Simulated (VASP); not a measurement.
These are LDA (Ceperley-Alder, Perdew-Zunger), VASP's LDA PAW potentials (set 64) (plane waves; VASP 6.6.1) values and carry that method's errors.

Input for VASP

File POSCAR:
```
SiNi2
9.7436850
  0.3933863145   0.0000000000   0.0000000000
 -0.1966931572   0.3406825777   0.0000000000
  0.0000000000   0.0000000000   0.5000000058
Si Ni
2 4
Cartesian
  0.1966933539   0.1135607457   0.1250000014
 -0.0000001967   0.2271218321   0.3750000043
 -0.0000001967   0.2271218321   0.1250000014
  0.1966933539   0.1135607457   0.3750000043
  0.0000000000   0.0000000000   0.2500000029
  0.0000000000   0.0000000000   0.0000000000
```

### KPOINTS
```
k-points along high-symmetry lines
10
Line-mode
Reciprocal
  0.000000   0.000000   0.000000 ! GAMMA
  0.500000   0.000000   0.000000 ! M

  0.500000   0.000000   0.000000 ! M
  0.333333   0.333333   0.000000 ! K

  0.333333   0.333333   0.000000 ! K
  0.000000   0.000000   0.000000 ! GAMMA

  0.000000   0.000000   0.000000 ! GAMMA
  0.000000   0.000000   0.500000 ! A

  0.000000   0.000000   0.500000 ! A
  0.500000   0.000000   0.500000 ! L

  0.500000   0.000000   0.500000 ! L
  0.333333   0.333333   0.500000 ! H

  0.333333   0.333333   0.500000 ! H
  0.000000   0.000000   0.500000 ! A

  0.500000   0.000000   0.500000 ! L
  0.500000   0.000000   0.000000 ! M

  0.333333   0.333333   0.500000 ! H
  0.333333   0.333333   0.000000 ! K
```

**INCAR**
```
! general
SYSTEM   =  SiNi2
PREC     =  Accurate
ENCUT    =  400   ! plane-wave cut-off (eV)
LREAL    =  .False.   ! projection in real space or not
LASPH    =  .True.   ! aspherical one-centre terms
ICHARG   =  11   ! fixed density

! electronic loop
EDIFF    =  1E-7
NELM     =  100
ALGO     =  Normal
LMAXMIX  =  4

! smearing
ISMEAR   =  0   ! Gaussian
SIGMA    =  0.05   ! width (eV)

! output
LWAVE    =  .False.
LCHARG   =  .False.
LORBIT   =  11
```

POTCAR, in this order: Si Ni (LDA.64 set). Program: vasp_std. Read from the step before: CHGCAR.

Output of the run:

File OSZICAR:
```
       N       E                     dE             d eps       ncg     rms          rms(c)
DAV:   1     0.279035079912E+03    0.27904E+03   -0.18570E+04  5040   0.190E+03
DAV:   2    -0.228652149446E+02   -0.30190E+03   -0.29234E+03  5040   0.385E+02
DAV:   3    -0.415668535264E+02   -0.18702E+02   -0.18185E+02  5500   0.124E+02
DAV:   4    -0.420705369755E+02   -0.50368E+00   -0.50166E+00  5816   0.183E+01
DAV:   5    -0.420888626492E+02   -0.18326E-01   -0.18320E-01  6256   0.325E+00
DAV:   6    -0.420898376646E+02   -0.97502E-03   -0.97500E-03  6904   0.657E-01
DAV:   7    -0.420898577421E+02   -0.20078E-04   -0.20077E-04  6504   0.772E-02
DAV:   8    -0.420898581474E+02   -0.40524E-06   -0.40605E-06  5960   0.928E-03
DAV:   9    -0.420898581501E+02   -0.27539E-08   -0.30174E-08  3628   0.146E-03
   1 F= -.42089858E+02 E0= -.42088062E+02  d E =-.359169E-02
```

OUTCAR:
```
 val. band max:       11.8792021199   @ k =   0.4074   0.1852   0.5000

 cond. band min:      11.9000418044   @ k =   0.5000   0.0000   0.3333



 k-point     1 :       0.0000    0.0000    0.0000
  band No.  band energies     occupation
      1      -1.1796      2.00000
      2       3.4080      2.00000
      3       5.0829      2.00000
      4       6.4150      2.00000
      5       6.4150      2.00000
      6       7.6181      2.00000
      7       7.6181      2.00000
      8       7.6444      2.00000
      9       7.7675      2.00000
     10       7.7675      2.00000
     11       8.3234      2.00000
     12       8.3234      2.00000
     13       9.6365      2.00000
     14       9.6365      2.00000
     15       9.7612      2.00000
     16      10.3056      2.00000
     17      10.3056      2.00000
     18      10.3183      2.00000
     19      10.3183      2.00000
     20      10.4409      2.00000
     21      11.1047      2.00000
     22      11.1047      2.00000
     23      11.9268      0.35533
     24      14.6136      0.00000
     25      14.6136      0.00000
     26      14.6567      0.00000
     27      14.7737      0.00000
     28      14.7737      0.00000

 k-point     2 :       0.0556    0.0000    0.0000
  band No.  band energies     occupation
      1      -1.1382      2.00000
      2       3.4145      2.00000
      3       5.1111      2.00000
      4       6.4141      2.00000
      5       6.4372      2.00000
      6       7.4052      2.00000
      7       7.6334      2.00000
      8       7.7634      2.00000
      9       7.7799      2.00000
     10       7.8294      2.00000
     11       8.2740      2.00000
     12       8.3246      2.00000
     13       9.6238      2.00000
     14       9.6369      2.00000
     15       9.7481      2.00000
     16      10.2777      2.00000
     17      10.2790      2.00000
     18      10.3144      2.00000
     19      10.3190      2.00000
     20      10.4668      2.00000
     21      11.0873      2.00000
...
```

The density is held fixed in this step, so its total energy and stress have no physical meaning.

The structure comes from a computed database's SiNi2 entry (P6_3/mmc); how it stands against other phases isn't given here. It was relaxed first. The run is not spin-polarised, so no magnetic state was tried.
